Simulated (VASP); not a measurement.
Crystal: TiN.

```
Ti N
1.0
     0.00000    2.12062    2.12062
     2.12062    0.00000    2.12062
     2.12062    2.12062    0.00000
Ti N
1 1
Direct
  0.00000 0.00000 0.00000
  0.50000 0.50000 0.50000
```

The cell is a database's computed one.

| Quantity | Value |
| --- | --- |
| Program | VASP 6.6.1 |
| Task | relaxation of cell and atoms |
| Functional | PBE |
| Dispersion | D3(BJ) |
| Potentials or basis | VASP PAW PBE potentials, release 64 (Ti_sv, N) |
| Cutoff | 600 eV |
| k mesh | 18 × 18 × 18 |
| Occupations | gaussian, width 0.1 eV |
| Spin | no spin polarisation |

At the start: pressure -6.8 GPa; volume 9.54 Å³/atom.

Where does the relaxation end?

Over 3 steps the energy falls by 4.9 meV/atom and the volume is 9.31 Å³/atom (-2.4 %); space group Fm-3m (No. 225, to 0.05 Å).

Step by step:
```tsv
step	energy change (eV)	largest force (eV/Å)	pressure (GPa)	volume (Å³)
1	0.0000	0.0000	-6.77	19.07
2	0.0114	0.0000	11.24	17.98
3	-0.0098	0.0000	0.02	18.62
```

Final structure:
```
Ti N
1.0
     0.00000    2.10363    2.10363
     2.10363    0.00000    2.10363
     2.10363    2.10363    0.00000
Ti N
1 1
Direct
  0.00000 0.00000 0.00000
  0.50000 0.50000 0.50000
```

Caveat: pairwise dispersion overbinds metals, which lowers pressure and volume.
